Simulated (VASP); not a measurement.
Input:

```
SnSe2
1.0
    1.87823    -3.25319     0.00000
    1.87823     3.25319     0.00000
    0.00000     0.00000     6.68866
Sn Se
1 2
Direct
  0.00000   0.00000   0.00000
  0.33333   0.66667   0.23132
  0.66667   0.33333   0.76868
```

These are PBE GGA, VASP's PBE PAW potentials (set 64) (plane waves; VASP 6.6.1) values and carry that method's errors. Numerical set-up: 480 eV cut-off, 6×6×4 Γ-centred mesh, Gaussian smearing of 0.050 eV, potentials Sn_d Se.

Without a dispersion term in the relaxation, distances and binding between the weakly bound layers, chains or molecules are unreliable, and so is what depends on them.

Task: The ions are relaxed. Predict the relaxed structure.

Result: 
```
SnSe2
1.0
    1.87823    -3.25319     0.00000
    1.87823     3.25319     0.00000
    0.00000     0.00000     6.68866
Sn Se
1 2
Cartesian
  0.00000   0.00000   0.00000
  1.87823   1.08440   1.63013
  1.87823  -1.08440   5.05852
```
Space group P-3m1 (164), at a tolerance of 0.03 Å.

Task: How much energy does the relaxation gain?

Result: The energy (σ→0) changes by -23.8 meV/atom, in 3 ionic steps.

```json
[
 {"step": "1", "E(σ→0) (eV)": "-11.7233", "max force (eV/Å)": "0.886", "pressure (GPa)": "6.14", "volume (Å³)": "81.74"},
 {"step": "2", "E(σ→0) (eV)": "-11.7785", "max force (eV/Å)": "0.412", "pressure (GPa)": "4.39", "volume (Å³)": "81.74"},
 {"step": "3", "E(σ→0) (eV)": "-11.7946", "max force (eV/Å)": "0.006", "pressure (GPa)": "2.88", "volume (Å³)": "81.74"}
]
```

The compound is SnSe2 in the 1T layered structure. This cell was strained or had an atom moved on purpose. Symmetry was kept, so distortions that lower it aren't found.
